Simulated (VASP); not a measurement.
Here is a VASP 6.6.1 calculation.

File POSCAR:

```
GaAs
1.0
    0.0000000000      2.8750910500      2.8750910500
    2.8750910500      0.0000000000      2.8750910500
    2.8750910500      2.8750910500      0.0000000000
Ga As
1 1
Direct
    0.0000000000      0.0000000000      0.0000000000
    0.7500000000      0.7500000000      0.7500000000
```

Contents of INCAR.step1:

```
SYSTEM = GaAs
ALGO = Normal ; EDIFF = 1E-4
ENCUT = 600 ; GGA = PE
ISMEAR = 0 ; LASPH = .True.
LCHARG = .False. ; LREAL = .False.
LWAVE = .True. ; NELM = 100
PREC = Accurate ; SIGMA = 0.02
```

Contents of INCAR.step2:

```
SYSTEM = GaAs
ALGO = Normal ; EDIFF = 1E-6
EDIFFG = -0.002 ; ENCUT = 600
IBRION = 2 ; ISIF = 3
ISMEAR = 0 ; ISTART = 1
LASPH = .True. ; LCHARG = .False.
LMIXTAU = .True. ; LREAL = .False.
LWAVE = .False. ; METAGGA = R2SCAN
NELM = 100 ; NSW = 100
PREC = Accurate ; SIGMA = 0.02
```

File KPOINTS:

```
k-points
0
Gamma
  8 8 8
  0 0 0
```

Potentials or basis: VASP PAW PBE potentials, release 64 (Ga_d, As).

Command:

```bash
$ cat potpaw_PBE.64/Ga_d/POTCAR potpaw_PBE.64/As/POTCAR > POTCAR
$ cp INCAR.step1 INCAR
$ mpirun -np 1 vasp_std > vasp.out
$ cp INCAR.step2 INCAR
$ mpirun -np 1 vasp_std > vasp.out
```

(1) Predict the relaxed cell.

(2) Predict the band gap on the k mesh.

(3) Estimate the space group after relaxing (to 0.05 Å).

## Answers

(1) a = 4.008 Å, b = 4.008 Å, c = 4.008 Å, α = 60.00°, β = 60.00°, γ = 60.00°.

(2) 0.93 eV, direct.

(3) F-43m (No. 216).
